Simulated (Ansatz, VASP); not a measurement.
# Cross-check of Al2Ru (Al2Ru (Fddd)) between VASP and Ansatz, part 2 of 2

Wanted: the spread between two codes on one cell, functional and k mesh. The cell is taken from a series of runs on this material, whose earlier steps may have relaxed, scaled, displaced or heated it; both programs get it as it stands.

VASP 6.6.1 and Ansatz 0.2.0.

So far: The structure; VASP: relaxation of cell and atoms, PBEsol.

### Step 3. Ansatz: relaxation of cell and atoms, PBEsol

Level of this step: Ansatz beside VASP: Kohn-Sham DFT, plane waves, PBEsol (Ansatz).

Ansatz runs on its PAW soft_1 files.

The same cell, functional, mesh and smearing now go to Ansatz.

Contents of input.yaml:

```yaml
crystal:
  lattice:
    - [0.0, 3.9898375, 4.3915251]
    - [2.3524747, 0.0, 4.3915251]
    - [2.3524747, 3.9898375, 0.0]
  atoms:
    - { symbol: Al, position: [0.07906103, 0.42093897, 0.07906103] }
    - { symbol: Al, position: [0.42093897, 0.07906103, 0.42093897] }
    - { symbol: Al, position: [0.17093897, 0.82906103, 0.17093897] }
    - { symbol: Al, position: [0.82906103, 0.17093897, 0.82906103] }
    - { symbol: Ru, position: [0.75, 0.75, 0.75] }
    - { symbol: Ru, position: [0.5, 0.5, 0.5] }
basis:
  ecutwfc: 420
  xc_grid: 2
hamiltonian:
  xc: pbesol
  pseudopotentials: { kind: paw, azcp: { folder: soft_1 }, xc_functional: pbe }
kpoints:
  mp_grid: { grid: [11, 11, 11] }
scf:
  occupations: { method: fermi_dirac, width: 0.05 }
  max_iter: 150
output:
  forces: true
  stress: true
relax:
  f_tol: 0.01
  max_steps: 60
  cell: {}
checkpoint:
  write: "../pbesol.run"
  compress: false
  write_wavefunctions: false
  write_every: 100000
```

Launch:

```sh
$ ansatz run input.yaml --threads 4 --pin off --max-ram 6594MiB --backend cpu --events-out ev --progress --plain --runs-dir out
```

Numbers of over 12 decimals in the logs are rounded to 6 here.

Output:

```text
Engine: ansatz 0.2.0, aarch64-unknown-linux-gnu
Pseudopotentials: kind: paw
Pseudopotential: Al, paw, valence charge 3, recommended cutoff 420 eV (normal), soft_1/Al.paw.azcp
Pseudopotential: Ru, paw, valence charge 16, recommended cutoff 420 eV (normal), soft_1/Ru.paw.azcp
Functional definition: PBEsol
  exchange = pbesol_x
  correlation = pbesol_c
Crystal: 6 atoms, lattice volume = 82.438 Å³
Basis set: ecut = 420 eV, 1625 PW (Γ), exchange–correlation on 80×72×64 points (8 copies of the dense FFT grid, shifted against one another)
Bands: 28, of which v1, the nominal top of the filled ones, is band 22 counted from 1 (21 counted from 0)
Symmetry: 8 space group operations
Space group: Fddd (ITA 70), of the structure as read, at distance tolerance 4.4e-5 Å
k-points: 216 of 1331
Non-local potential: Al, projectors of the file, l = 0: 2, l = 1: 2, l = 2: 1
Non-local potential: Ru, projectors of the file, l = 0: 3, l = 1: 2, l = 2: 2, l = 3: 1
PAW form: soft (Blöchl's): semilocal exchange-correlation on the pseudo side does not see the compensation charge
PAW frozen core: Al, regenerated for the run's functional, and the local potential with it (the file was generated under x = pbe(κ = 0.804, μ = 0.219515), c = pbe(β = 0.066725))
PAW frozen core: Ru, regenerated for the run's functional, and the local potential with it (the file was generated under x = pbe(κ = 0.804, μ = 0.219515), c = pbe(β = 0.066725))
PAW one-centre angular grid: Al, 110 points (default); XC on 64 Gauss nodes
PAW one-centre angular grid: Ru, 590 points (default); XC on 64 Gauss nodes
Initial density: superposition of atomic densities (chi_scale 0.1, normalization cell, long waves kept (reshape's long-wave potential 0.00 eV rms))
Initial wavefunctions: pseudopotential atomic-orbital guess
Functional: x = pbesol(κ = 0.804, μ = 0.123457), c = pbesol(β = 0.046)
SCF iter   1: F=—  HF=-13738.755972 eV  |F-HF|=—  |Δ(HF+E_count)|=         —  Δρ=1.23e-1  dr2=1.75e1  ethr=3.10e-3  ⟨swp⟩=6.9  Hψ=28110  notcnv=0
preconditioner: auto → none  [insulator: Δε(μ)=1.199 eV  Ē_g=6.648 eV  σ=0.050 eV  W_gap=1.00  n_scr=16 (ndim 8)  ℏωp=21.6 eV  f_vac=0.000  D(μ)=0.00/eV (n_scr^D=0)  ε∞_Penn≈11.6]
SCF iter   2: F=—  HF=-13735.549063 eV  |F-HF|=—  |Δ(HF+E_count)|=    3.21e0  Δρ=2.48e-2  dr2=4.25e-1  ethr=3.10e-3  ⟨swp⟩=2.9  Hψ=14276  notcnv=0  defer=121
SCF iter   3: F=—  HF=-13735.423437 eV  |F-HF|=—  |Δ(HF+E_count)|=   1.26e-1  Δρ=7.17e-3  dr2=2.05e-2  ethr=9.66e-4  ⟨swp⟩=2.1  Hψ=8742  notcnv=0  defer=119
SCF iter   4: F=—  HF=-13735.412567 eV  |F-HF|=—  |Δ(HF+E_count)|=   1.09e-2  Δρ=5.16e-4  dr2=2.42e-4  ethr=4.67e-5  ⟨swp⟩=2.0  Hψ=10275  notcnv=0  defer=123
SCF iter   5: F=—  HF=-13735.412520 eV  |F-HF|=—  |Δ(HF+E_count)|=   4.74e-5  Δρ=1.27e-4  dr2=1.77e-5  ethr=5.50e-7  ⟨swp⟩=2.2  Hψ=8589  notcnv=0  defer=123
SCF iter   6: F=—  HF=-13735.412517 eV  |F-HF|=—  |Δ(HF+E_count)|=   2.47e-6  Δρ=2.60e-5  dr2=6.75e-7  ethr=4.02e-8  ⟨swp⟩=2.5  Hψ=9156  notcnv=0  defer=123
SCF iter   7: F=-13735.412517 eV  HF=-13735.412517 eV  |F-HF|=2.86e-10  |Δ(HF+E_count)|=   1.28e-7  Δρ=1.71e-6  dr2=9.30e-10  ethr=2.27e-10  ⟨swp⟩=4.0  Hψ=19153  notcnv=0
SCF 1 converged in 7 iterations: F = -13735.412517 eV  dr2 = 9.30e-10
  greatest PAW one-centre occupation: 1.000 electrons in one spin orbital (limit 2), on the Ru atom at site 5 (counted from 0), in its partial waves of l = 0
relax step   1: F+E_penalty+E_count = -13735.41251709 eV  Δ(F+E_penalty+E_count) = +0.000e0 eV  max|allowed force component| = 1.632e-2 eV/Å  Δτ_max = 0.0000 Å  P = -0.564 GPa  Ω = 82.438 Å³  (7 SCF iters, dr2 threshold 1.00e-7 eV, accepted)
[...]
relax step   2: F+E_penalty+E_count = -13735.41316314 eV  Δ(F+E_penalty+E_count) = -6.460e-4 eV  max|allowed force component| = 1.238e-3 eV/Å  Δτ_max = 0.0008 Å  P = +0.106 GPa  Ω = 82.142 Å³  energy of the carried Pulay correction = +1.635e-4 eV  (6 SCF iters, dr2 threshold 6.00e-7 eV, accepted)
[...]
relax step   3: F+E_penalty+E_count = -13735.41316027 eV  Δ(F+E_penalty+E_count) = +2.863e-6 eV  max|allowed force component| = 2.040e-3 eV/Å  Δτ_max = 0.0001 Å  P = +0.005 GPa  Ω = 82.188 Å³  energy of the carried Pulay correction = +1.377e-4 eV  (6 SCF iters, dr2 threshold 6.95e-8 eV, accepted)
[...]
relax step   4: F+E_penalty+E_count = -13735.41302136 eV  Δ(F+E_penalty+E_count) = +1.389e-4 eV  max|allowed force component| = 2.037e-3 eV/Å  Δτ_max = 0.0000 Å  P = +0.003 GPa  Ω = 82.188 Å³  stress off target by 1.50e-2 GPa  SCF on the basis re-selected at this cell (its energy is not comparable with the rows above)  (7 SCF iters)
basis re-selected at this cell: Δ(F+E_penalty+E_count) = +1.389e-4 eV, ΔP = -0.002 GPa vs the last step (what re-selecting the basis moved, of the pressure what is left beyond the Pulay correction that the steps carried, after the strain that the cell walked since its last selection, with what the two solves' SCF thresholds leave and, on support functions, any second-order correction that the steps lacked; it is no m [...]
SCF converged after 7 iterations
Free energy (F): -13735.413021 eV
Harris-Foulkes:  -13735.413021 eV  (|F-HF|=1.82e-12)
Internal energy: -13735.412459 eV  (E = F + TS)
E sigma→0 (E₀):  -13735.412740 eV
Entropy (-TS):   -0.000563 eV (-0.094 meV/atom)
Fermi energy:    14.012025 eV
--- Per-component energies (eV) ---
  E_band       = -291.874950
  E_kinetic    = 1024.120070
  E_local      = -4228.570980  (includes V_loc(G=0)·N_el)
  E_nonlocal   = 873.473283
  E_hartree    = 1592.588067
  E_xc         = -493.520448
  E_vxc        = -553.765090  (∫ρ·V_xc dr)
  E_paw        = -8710.494635  (= ΣΔE_a)
  E_vpaw       = -592.309614  (= ΣTr[D̂ρ^β])
  E_aug_tail   = 0.001246  (compensation charges beyond the density's cutoff)
  E_ewald      = -3793.592211
  E_core_change = 0.583150  (= ΣΔE_core)
  E_smearing   = -0.000563  (= −TS)
  E_closure    = 0.000000  (closes the sum)
  Σ components = -13735.413021   (vs F -13735.413021, Δ=0.00e0)
--- Forces (eV/Å), atoms counted from 1 ---
  atom   1  Al     0.00000000    -0.00203725     0.00000000
  atom   2  Al     0.00000000     0.00203725     0.00000000
  atom   3  Al     0.00000000     0.00203725     0.00000000
  atom   4  Al     0.00000000    -0.00203725     0.00000000
  atom   5  Ru     0.00000000     0.00000000     0.00000000
  atom   6  Ru    -0.00000000     0.00000000     0.00000000
  max |Σ_I F_I| component: 0.00e0 eV/Å
--- Stress (GPa, compression-positive) ---
        0.014973       0.000000       0.000000
        0.000000       0.008456       0.000000
        0.000000       0.000000      -0.014405
  P = ⅓ Tr σ = 0.0030 GPa (0.030 kbar)
--- Relaxed structure (3 steps of the walk, 3 accepted, 1 SCFs on fresh bases) ---
  F+E_penalty+E_count = -13735.41302136 eV   max|allowed force component| = 2.037e-3 eV/Å   (the final SCF, on the basis selected at the relaxed cell)
  cell:  # Å, volume = 82.1884 Å³
    - [0.0, 3.987349, 4.385174]
    - [2.350225, 0.0, 4.385174]
    - [2.350225, 3.987349, 0.0]
  atoms:
    - { symbol: Al, position: [0.078944, 0.421056, 0.078944] }
    - { symbol: Al, position: [0.421056, 0.078944, 0.421056] }
    - { symbol: Al, position: [0.171056, 0.828944, 0.171056] }
    - { symbol: Al, position: [0.828944, 0.171056, 0.828944] }
    - { symbol: Ru, position: [0.750000, 0.750000, 0.750000] }
    - { symbol: Ru, position: [0.5, 0.5, 0.5] }
```

### Step 4. Comparison

Known differences besides the potentials themselves: the data sets hold 44 valence electrons in Ansatz (on its PAW soft_1 files) and 40 in VASP; the cutoff is 420 eV in Ansatz and 500 eV in VASP; Ansatz makes its cores anew for this functional, VASP keeps those of its PBE data sets; Ansatz adds a Pulay correction to the stress that steers its cell, VASP none. Total energies have different zeros and are not compared.

The two programs side by side:

```
                                         quantity  Ansatz   VASP  difference
                                      volume (Å³)   82.19  82.25     -0.07 %
edge a after relaxation, in the typed setting (Å)   5.927  5.928     -0.03 %
edge b after relaxation, in the typed setting (Å)   4.975  4.977     -0.03 %
edge c after relaxation, in the typed setting (Å)   4.628  4.629     -0.02 %
```

### Step 5. Outcome

```yaml
difference_in_volume_relaxation_of_cell_and_atoms_pbesol: -0.071 %
```

The difference in volume is -0.071 % (relaxation of cell and atoms, PBEsol), within the 1.2 % picked in this series as the mark of a large difference, as far as the stopping tolerances let one tell. The data sets hold unlike numbers of valence electrons (44 in Ansatz and 40 in VASP), so part of the differences comes from the potentials. How closely two codes agree says nothing of how well the functional describes the real material.

[Lines on the potential files, build, host, timing and source positions are cut from VASP's logs without a mark.]

[Logs are printed without paths, hosts, clocks, repeated set-up lines and the standing remarks that a program may print on its own settings, such as how far it seeks lower states.]

[Hosts, paths, dates, database ids (printed as entryN), source tags and the programs' standing remarks are cut or masked in the printed files.]
